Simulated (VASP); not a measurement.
Consider the following.

```
CELL_PARAMETERS angstrom
      3.49456     2.01759     3.16569
     -3.49456     2.01759     3.16569
      0.00000    -4.03517     3.16569
ATOMIC_POSITIONS crystal
  Ge 0.73787 0.73787 0.73787
  Ge 0.26213 0.26213 0.26213
  P  0.21736 0.21736 0.73998
  P  0.78264 0.78264 0.26002
  P  0.73998 0.21736 0.21736
  P  0.26002 0.78264 0.78264
  P  0.21736 0.73998 0.21736
  P  0.78264 0.26002 0.78264
```

Method: LDA (Ceperley-Alder, Perdew-Zunger), VASP's LDA PAW potentials (set 64) (plane waves; VASP 6.6.1). Numerical set-up: 400 eV cut-off, Gaussian smearing of 0.050 eV, potentials Ge_d P.

Task: Give the energies of bands 20 to 33 at the high-symmetry points, in eV from the Fermi level.

Result: 
```csv
band,Γ,T,H2,L,S0,F
20,-5.00,-3.07,-3.49,-6.17,-5.74,-5.71
21,-4.95,-3.07,-3.19,-6.10,-5.20,-5.22
22,-4.55,-2.27,-2.73,-5.32,-4.68,-4.82
23,-4.55,-2.27,-2.39,-4.24,-3.16,-3.00
24,-4.49,-1.78,-2.01,-4.11,-3.10,-2.87
25,-3.77,-1.07,-1.98,-3.48,-2.15,-1.92
26,-3.77,-1.07,-1.46,-2.81,-1.92,-1.60
27,-2.20,-0.10,-0.89,-2.03,-1.30,-1.47
28,-2.05,-0.10,-0.40,-1.31,-1.29,-1.38
29,-1.56,0.69,0.54,-1.18,0.17,-0.04
30,-1.56,0.77,0.86,0.86,0.56,0.37
31,1.17,0.77,1.07,1.94,1.34,1.37
32,1.17,0.77,1.12,2.08,1.73,1.89
33,1.23,1.01,1.24,2.32,2.18,2.17
```

It has no gap at this level: it comes out as a metal or semimetal.

The structure comes from a computed database's GeP3 entry (R-3m); how it stands against other phases isn't given here. It was relaxed first, which changed the volume by -9 %.
